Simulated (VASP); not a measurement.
# Mg$_{2}$TeS (space group R3m): computed properties

All values below come from PBEsol GGA, VASP's PBE PAW potentials (set 64) (plane waves; VASP 6.6.1).

```yaml
space_group: R3m (160)
cell: a = 4.2581 Å, b = 4.2581 Å, c = 21.0542 Å, α = 90.00°, β = 90.00°, γ = 120.00°
volume_per_atom: 27.55 Å³/atom
band gap (over mesh and band path): 1.39 eV
smallest direct gap (over mesh and band path): 1.39 eV
band_edge_character_without_spin_orbit_coupling: direct, Γ to Γ
band_gap_with_spin_orbit_coupling: 1.12 eV
density: 3.14 g/cm³
```

```
Mg2STe
1.0
    2.12907     1.22922     7.01807
   -2.12907     1.22922     7.01807
    0.00000    -2.45843     7.01807
Mg Te S
2 1 1
Direct
  0.99045   0.99045   0.99045
  0.51047   0.51047   0.51047
  0.12251   0.12251   0.12251
  0.62654   0.62654   0.62654
```

Unless said otherwise, spin-orbit coupling is left out, though it shifts the bands of the heavy elements here.

The structure comes from a computed database's Mg2TeS entry (R3m); how it stands against other phases isn't given here. It was relaxed first. Symmetry was kept, so distortions that lower it aren't found.
